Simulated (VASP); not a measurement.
Consider the following.

```yaml
crystal:
  lattice:
    - [-2.73434, 2.73434, 5.46331]
    - [2.73434, -2.73434, 5.46331]
    - [2.73434, 2.73434, -5.46331]
  atoms:
    - { symbol: Cu, position: [0.00000, 0.00000, 0.00000] }
    - { symbol: Cu, position: [0.75000, 0.25000, 0.50000] }
    - { symbol: Zn, position: [0.25000, 0.75000, 0.50000] }
    - { symbol: Sn, position: [0.50000, 0.50000, 0.00000] }
    - { symbol: S, position: [0.63630, 0.62879, 0.52381] }
    - { symbol: S, position: [0.10498, 0.11249, 0.47619] }
    - { symbol: S, position: [0.37121, 0.89502, 0.00751] }
    - { symbol: S, position: [0.88751, 0.36370, 0.99249] }
```

Calculation: PBE GGA, VASP's PBE PAW potentials (set 64) (plane waves; VASP). Numerical set-up: 400 eV cut-off, 5×5×5 Γ-centred mesh, Gaussian smearing of 0.050 eV, potentials Cu Zn Sn_d S.

Unless said otherwise, spin-orbit coupling is left out, though it shifts the bands of the heavy elements here.

Q: Predict the energy per atom (σ→0), band gap (on the k-mesh) with the smallest direct gap where there is one.

A: 
* **band gap (on the k-mesh)**: 0.08 eV
* **smallest direct gap (on the k-mesh)**: 0.08 eV
* **energy per atom (σ→0)**: -4.074 eV/atom

Only differences to runs with the same potentials and settings are physical.

The structure was generated: ZnCu2SnS4 was put into the kesterite type (I-4), a phase also known from measurement. It was relaxed first.
